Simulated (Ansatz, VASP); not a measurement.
# Si2Ni: VASP beside Ansatz, part 2 of 2

One calculation is typed for both programs; each brings its own data sets. How far apart do they land? The cell is taken from a series of runs on this material, whose earlier steps may have relaxed, scaled, displaced or heated it; both programs get it as it stands.

VASP 6.6.1 and Ansatz 0.2.0.

So far: Set-up; VASP: zone-centre phonons, PBEsol.

## Step 3: Ansatz: zone-centre phonons, PBEsol

Level of this step: Ansatz beside VASP: Kohn-Sham DFT, plane waves, PBEsol (Ansatz).

Ansatz runs on its PAW soft_1 files.

The same cell, functional, mesh and smearing now go to Ansatz, which takes its cutoff from its data sets.

input.yaml reads:

```yaml
crystal:
  lattice:
    - [0.0, 2.6583730529, 2.6583730529]
    - [2.6583730529, 0.0, 2.6583730529]
    - [2.6583730529, 2.6583730529, 0.0]
  atoms:
    - { symbol: Si, position: [0.25, 0.25, 0.25] }
    - { symbol: Si, position: [0.75, 0.75, 0.75] }
    - { symbol: Ni, position: [0.0, 0.0, 0.0] }
kpoints:
  mp_grid: { grid: [16, 16, 16] }
hamiltonian:
  xc: pbesol
  pseudopotentials: { kind: paw, azcp: { folder: soft_1 }, xc_functional: pbe }
scf:
  occupations: { method: methfessel_paxton, width: 0.2 }
output:
  eigenvalues: true
phonons:
  method: dfpt
```

Run with:

```bash
ansatz run input.yaml --threads 4 --pin off --max-ram 10240MiB --backend cpu --events-out ev --progress --plain --runs-dir out
```

Numbers of over 12 decimals in the logs are rounded to 6 here.

The program printed:

```text
zone centre: on kpoints.mp_grid the ground state, and the responses unless they are solved on pairs of k-points, stand on 349 of the mesh's 4096 k-points, reduced under 8 symmetry operations, with k and −k counted as one. Each operation leaves every solved displacement unchanged or reverses it
Engine: ansatz 0.2.0, aarch64-unknown-linux-gnu
Pseudopotentials: kind: paw
Pseudopotential: Si, paw, valence charge 4, recommended cutoff 420 eV (normal), soft_1/Si.paw.azcp
Pseudopotential: Ni, paw, valence charge 18, recommended cutoff 420 eV (normal), soft_1/Ni.paw.azcp
Functional definition: PBEsol
  exchange = pbesol_x
  correlation = pbesol_c
Crystal: 3 atoms, lattice volume = 37.573 Å³
Basis set: ecut = 420 eV, 725 PW (Γ), exchange–correlation on 54×54×54 points (8 copies of the dense FFT grid, shifted against one another)
Bands: 17, of which v1, the nominal top of the filled ones, is band 13 counted from 1 (12 counted from 0)
Symmetry: 48 space group operations
k-points: 349 of 4096 (irreducible under 8 space group operations, time reversal used)
Non-local potential: Si, projectors of the file, l = 0: 2, l = 1: 2, l = 2: 1
Non-local potential: Ni, projectors of the file, l = 0: 3, l = 1: 2, l = 2: 3, l = 3: 1
PAW form: soft (Blöchl's): semilocal exchange-correlation on the pseudo side does not see the compensation charge
PAW frozen core: Si, regenerated for the run's functional, and the local potential with it (the file was generated under x = pbe(κ = 0.804, μ = 0.219515), c = pbe(β = 0.066725))
PAW frozen core: Ni, regenerated for the run's functional, and the local potential with it (the file was generated under x = pbe(κ = 0.804, μ = 0.219515), c = pbe(β = 0.066725))
PAW one-centre angular grid: Si, 110 points (default); XC on 64 Gauss nodes
PAW one-centre angular grid: Ni, 590 points (default); XC on 64 Gauss nodes
Initial density: superposition of atomic densities (chi_scale 0.1, normalization cell, long waves kept (reshape's long-wave potential 0.00 eV rms))
Initial wavefunctions: pseudopotential atomic-orbital guess
Functional: x = pbesol(κ = 0.804, μ = 0.123457), c = pbesol(β = 0.046)
SCF iter   1: F=—  HF=-7050.119459 eV  |F-HF|=—  |Δ(HF+E_count)|=         —  Δρ=7.95e-2  dr2=3.30e0  ethr=3.10e-3  ⟨swp⟩=5.2  Hψ=29965  notcnv=0
preconditioner: auto → Kerker (q_TF=auto, 2.566 Å⁻¹)  [metal: Δε(μ)=0.035 eV  Ē_g=9.183 eV  σ=0.200 eV  W_gap=0.15  n_scr=14 (ndim 8)  ℏωp=25.7 eV  f_vac=0.000  D(μ)=0.76/eV (n_scr^D=0)]
SCF iter   2: F=—  HF=-7049.641267 eV  |F-HF|=—  |Δ(HF+E_count)|=   4.78e-1  S|Δr|=    0.00e0  Δρ=4.03e-2  dr2=1.05e0  ethr=3.10e-3  ⟨swp⟩=2.0  Hψ=10027  notcnv=0  defer=7
SCF iter   3: F=—  HF=-7049.323465 eV  |F-HF|=—  |Δ(HF+E_count)|=   3.18e-1  S|Δr|=    0.00e0  Δρ=2.30e-2  dr2=2.00e-1  ethr=3.10e-3  ⟨swp⟩=2.6  Hψ=11099  notcnv=0  defer=7
SCF iter   4: F=—  HF=-7049.292541 eV  |F-HF|=—  |Δ(HF+E_count)|=   3.09e-2  S|Δr|=    0.00e0  Δρ=8.84e-3  dr2=2.23e-2  ethr=7.68e-4  ⟨swp⟩=2.0  Hψ=9861  notcnv=0  defer=7
SCF iter   5: F=—  HF=-7049.292463 eV  |F-HF|=—  |Δ(HF+E_count)|=   7.83e-5  S|Δr|=    0.00e0  Δρ=3.60e-3  dr2=4.63e-3  ethr=8.58e-5  ⟨swp⟩=2.0  Hψ=8813  notcnv=0  defer=7
SCF iter   6: F=—  HF=-7049.292341 eV  |F-HF|=—  |Δ(HF+E_count)|=   1.22e-4  S|Δr|=    0.00e0  Δρ=1.80e-3  dr2=1.17e-3  ethr=1.78e-5  ⟨swp⟩=1.0  Hψ=5951  notcnv=0  defer=7
SCF iter   7: F=—  HF=-7049.292279 eV  |F-HF|=—  |Δ(HF+E_count)|=   6.20e-5  S|Δr|=    0.00e0  Δρ=1.79e-4  dr2=1.61e-5  ethr=4.51e-6  ⟨swp⟩=1.1  Hψ=6059  notcnv=0  defer=7
SCF iter   8: F=—  HF=-7049.292283 eV  |F-HF|=—  |Δ(HF+E_count)|=   3.80e-6  S|Δr|=    0.00e0  Δρ=2.61e-5  dr2=2.60e-7  ethr=6.20e-8  ⟨swp⟩=2.4  Hψ=8888  notcnv=0  defer=7
SCF iter   9: F=—  HF=-7049.292302 eV  |F-HF|=—  |Δ(HF+E_count)|=   1.93e-5  S|Δr|=    0.00e0  Δρ=5.64e-6  dr2=8.88e-9  ethr=1.00e-9  ⟨swp⟩=2.1  Hψ=9096  notcnv=0  defer=7
SCF iter  10: F=—  HF=-7049.292302 eV  |F-HF|=—  |Δ(HF+E_count)|=  7.60e-10  S|Δr|=    0.00e0  Δρ=4.64e-7  dr2=5.52e-11  ethr=3.41e-11  ⟨swp⟩=1.6  Hψ=7122  notcnv=0  defer=7
SCF iter  11: F=-7049.292302 eV  HF=-7049.292302 eV  |F-HF|=0.00e0  |Δ(HF+E_count)|=  4.55e-12  S|Δr|=    0.00e0  Δρ=1.44e-7  dr2=4.90e-12  ethr=1.00e-12  ⟨swp⟩=6.1  Hψ=27720  notcnv=0
the search or the solves at the SCF's close seem to have found levels that the self-consistency loop had missed (the run counts 1). By its estimate they hold under 1e-12 electrons; where the run keeps them, the occupations were computed again with them
SCF 1 converged in 11 iterations: F = -7049.292302 eV  dr2 = 4.90e-12
  greatest PAW one-centre occupation: 1.000 electrons in one spin orbital (limit 2), on the Ni atom at site 2 (counted from 0), in its partial waves of l = 1
DFPT response loops at Γ: preconditioner auto → Kerker (q_TF=auto, 2.566 Å⁻¹) (partly filled bands, converged f_vac=0.000); β = 1.00, the filter's whole step (`scf.mixing.beta` (0.50) is not read by the response loops under this deck's `scf.mixing.preconditioner`; to damp them name `kerker` or `kerker_dos`, under which they read `scf.mixing.beta`, and type it under 1.00, their step now; both keys bind the ground state too); Broyden in place of MSR1
SCF converged after 11 iterations
Stability not checked: this state was not tested for a lower state beside it, because cold or Methfessel-Paxton smearing, or corrected tetrahedra, fill the levels in a way that the test cannot read (fill_not_monotonic; see scf.lower_state_search)
Free energy (F): -7049.292302 eV
Harris-Foulkes:  -7049.292302 eV  (|F-HF|=0.00e0)
Internal energy: -7049.292461 eV  (E = F + TS)
E sigma→0 (E₀):  -7049.292342 eV
Entropy (-TS):   0.000158 eV (0.053 meV/atom)
Fermi energy:    14.053704 eV
--- Per-component energies (eV) ---
  E_band       = -330.796397
  E_kinetic    = 433.109182
  E_local      = -4140.770367  (includes V_loc(G=0)·N_el)
  E_nonlocal   = -75.311393
  E_hartree    = 2147.758684
  E_xc         = -229.812825
  E_vxc        = -248.760814  (∫ρ·V_xc dr)
  E_paw        = -2614.242290  (= ΣΔE_a)
  E_vpaw       = -594.581326  (= ΣTr[D̂ρ^β])
  E_aug_tail   = 0.000788  (compensation charges beyond the density's cutoff)
  E_ewald      = -2570.284650
  E_core_change = 0.260411  (= ΣΔE_core)
  E_smearing   = 0.000158  (= −TS)
  E_closure    = -0.000000  (closes the sum)
  Σ components = -7049.292302   (vs F -7049.292302, Δ=0.00e0)
--- Band table (eV; the first three rows and the last of 349) ---
  k-point 0: bands = [... 9 lower, 10.1959, 14.1146, 15.7956, 15.7956, 15.7956, 16.1379, 16.1379, 16.1379]
  k-point 1: bands = [... 9 lower, 10.1837, 13.9651, 14.9668, 15.3608, 15.3608, 16.5975, 16.5975, 17.1727]
  k-point 2: bands = [... 9 lower, 10.1530, 13.1520, 14.8183, 14.8246, 14.8246, 17.0483, 17.0483, 18.1845]
  k-point 348: bands = [... 9 lower, 9.9889, 10.1102, 10.5672, 11.3822, 16.3433, 16.3433, 18.5268, 19.2840]
--- Phonons (Γ-DFPT): 2 representative perturbations + reference, on 349 of 4096 k-points (Σ response iterations 6) ---
  k mesh reduced under 8 symmetry operations, with k and −k counted as one. Each operation leaves every solved displacement unchanged or reverses it
  ASR residual: 1.195e-4 → 0.000e0 eV/Å²; symmetrization residual: 1.126e-6 eV/Å²
  ASR residual per site (eV/Å²): 2.15e-5 2.15e-5 1.19e-4
  Γ frequencies (cm⁻¹): 0.00 0.00 0.00 337.32 337.32 337.32 359.42 359.42 359.42
  non-analytic LO–TO correction: not included (Born effective charges unavailable; polar crystals: no LO–TO splitting at Γ)
```

## Step 4: Comparison

Known differences besides the potentials themselves: the data sets hold 26 valence electrons in Ansatz (on its PAW soft_1 files) and 18 in VASP; the cutoff is 420 eV in Ansatz and 600 eV in VASP; Ansatz makes its cores anew for this functional, VASP keeps those of its PBE data sets. Total energies have different zeros and are not compared.

Both answers:

```csv
quantity,Ansatz,VASP,difference
optical mode 1 to 3 (cm⁻¹),337.3,338.4,-0.31 %
optical mode 4 to 6 (cm⁻¹),359.4,358.0,+0.39 %
```

Modes are paired by rising frequency, not by their patterns, so a pair may set unlike modes beside each other; they are those without the splitting of longitudinal modes.

## Step 5: Outcome

| Quantity | Value |
| --- | --- |
| r.m.s. difference of the optical zone-centre modes, each program's sorted by frequency (zone-centre phonons, PBEsol) | 1.2 cm⁻¹ |

In words: The r.m.s. difference of the optical zone-centre modes, each program's sorted by frequency is 1.2 cm⁻¹ (zone-centre phonons, PBEsol). The data sets hold unlike numbers of valence electrons (26 in Ansatz and 18 in VASP), so part of the differences comes from the potentials. Such differences can come from data sets, numerical settings and the points named under the comparisons, not from the functional's error against experiment.

[Lines on the potential files, build, host, timing and source positions are cut from VASP's logs without a mark.]

[Logs are printed without paths, hosts, clocks, repeated set-up lines and the standing remarks that a program may print on its own settings, such as how far it seeks lower states.]

[Hosts, paths, dates, database ids (printed as entryN), source tags and the programs' standing remarks are cut or masked in the printed files.]
